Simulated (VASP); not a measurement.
Output of a VASP run:

### OSZICAR
```
       N       E                     dE             d eps       ncg     rms          rms(c)
DAV:   1     0.145185339757E+02    0.14519E+02   -0.39844E+03   560   0.895E+02
DAV:   2    -0.116056328589E+02   -0.26124E+02   -0.25488E+02   848   0.108E+02
DAV:   3    -0.120421411696E+02   -0.43651E+00   -0.43651E+00   680   0.186E+01
DAV:   4    -0.120427336475E+02   -0.59248E-03   -0.59248E-03   792   0.769E-01
DAV:   5    -0.120427338733E+02   -0.22588E-06   -0.22588E-06   664   0.116E-02    0.492E+00
DAV:   6    -0.114718216911E+02    0.57091E+00   -0.18354E+00   576   0.701E+00    0.244E+00
DAV:   7    -0.114132573996E+02    0.58564E-01   -0.20634E-01   784   0.274E+00    0.954E-01
DAV:   8    -0.114063513297E+02    0.69061E-02   -0.21651E-02   616   0.103E+00    0.117E-01
DAV:   9    -0.114066759986E+02   -0.32467E-03   -0.60283E-04   696   0.199E-01    0.668E-02
DAV:  10    -0.114068594032E+02   -0.18340E-03   -0.29311E-04   672   0.126E-01    0.163E-02
DAV:  11    -0.114068652207E+02   -0.58176E-05   -0.11618E-05   824   0.269E-02    0.139E-02
DAV:  12    -0.114068648116E+02    0.40912E-06   -0.24471E-06   576   0.110E-02
   1 F= -.11787484E+02 E0= -.11787484E+02  d E =-.117875E+02
       N       E                     dE             d eps       ncg     rms          rms(c)
DAV:   1    -0.114120292767E+02   -0.51641E-02   -0.30339E-02   656   0.132E+00    0.167E-01
DAV:   2    -0.114113155284E+02    0.71375E-03   -0.11919E-03   576   0.213E-01    0.816E-02
DAV:   3    -0.114110871607E+02    0.22837E-03   -0.47616E-04   624   0.122E-01    0.274E-02
DAV:   4    -0.114110690608E+02    0.18100E-04   -0.29978E-05   696   0.361E-02    0.153E-02
DAV:   5    -0.114110677211E+02    0.13398E-05   -0.19801E-06   432   0.967E-03    0.771E-03
DAV:   6    -0.114110677594E+02   -0.38370E-07   -0.18728E-07   288   0.332E-03
   2 F= -.11787704E+02 E0= -.11787704E+02  d E =-.219967E-03
       N       E                     dE             d eps       ncg     rms          rms(c)
DAV:   1    -0.114097953720E+02    0.12723E-02   -0.51138E-03   648   0.546E-01    0.694E-02
DAV:   2    -0.114096781019E+02    0.11727E-03   -0.19884E-04   592   0.869E-02    0.338E-02
DAV:   3    -0.114096431061E+02    0.34996E-04   -0.80259E-05   624   0.502E-02    0.114E-02
DAV:   4    -0.114096411621E+02    0.19440E-05   -0.49434E-06   696   0.147E-02    0.636E-03
DAV:   5    -0.114096412254E+02   -0.63288E-07   -0.32779E-07   288   0.398E-03
   3 F= -.11787900E+02 E0= -.11787900E+02  d E =-.416556E-03
```

OUTCAR:
```
------------------------ aborting loop because EDIFF is reached ----------------------------------------
 Edisp (eV)   -0.37826
  FORCE on cell =-STRESS in cart. coord.  units (eV):
  Direction    XX          YY          ZZ          XY          YZ          ZX
  --------------------------------------------------------------------------------------
  Total       0.00217     0.00217     0.00217     0.00000     0.00000     0.00000
  in kB       0.12654     0.12654     0.12654     0.00000     0.00000     0.00000
  external pressure =        0.13 kB  Pullay stress =        0.00 kB
  volume of cell :       27.47
      direct lattice vectors                 reciprocal lattice vectors
     0.000000000  2.394764618  2.394764618    -0.208788787  0.208788787  0.208788787
     2.394764618 -0.000000000  2.394764618     0.208788787 -0.208788787  0.208788787
     2.394764618  2.394764618  0.000000000     0.208788787  0.208788787 -0.208788787
  FREE ENERGIE OF THE ION-ELECTRON SYSTEM (eV)
  ---------------------------------------------------
  free  energy   TOTEN  =       -11.7879004494 eV

  energy  without entropy=      -11.7879004494  energy(sigma->0) =      -11.78790045

 reached required accuracy - stopping structural energy minimisation
```
(Selected blocks of OUTCAR.)

### POSCAR
```
BAs
1
    0.0000000000     2.3900000000     2.3900000000
    2.3900000000     0.0000000000     2.3900000000
    2.3900000000     2.3900000000     0.0000000000
B As
1 1
Direct
  0.0000000000   0.0000000000   0.0000000000
  0.2500000000   0.2500000000   0.2500000000
```

Q: Reconstruct the remaining input files.

A: One answer among several that fit: the input of the run itself, PBE GGA with D3 dispersion (zero damping), plane waves, VASP's PBE PAW potentials (set 64).

### KPOINTS
```
Automatic mesh
0
Gamma
9 9 9
0 0 0
```

INCAR:
```
SYSTEM=BAs
PREC=Accurate; ENCUT=520; LREAL=F
LASPH=T
EDIFF=1E-6; NELM=100; ALGO=Normal
LMAXMIX=4
ISMEAR=0; SIGMA=0.05
GGA=PE; IVDW=11
IBRION=2; NSW=60; ISIF=3
EDIFFG=-0.01
LWAVE=F; LCHARG=F
```

POTCAR, in this order: B As (PBE.64 set). Program: vasp_std.

The compound is BAs in the zinc blende structure. This run relaxes it. Symmetry was kept, so distortions that lower it aren't found.
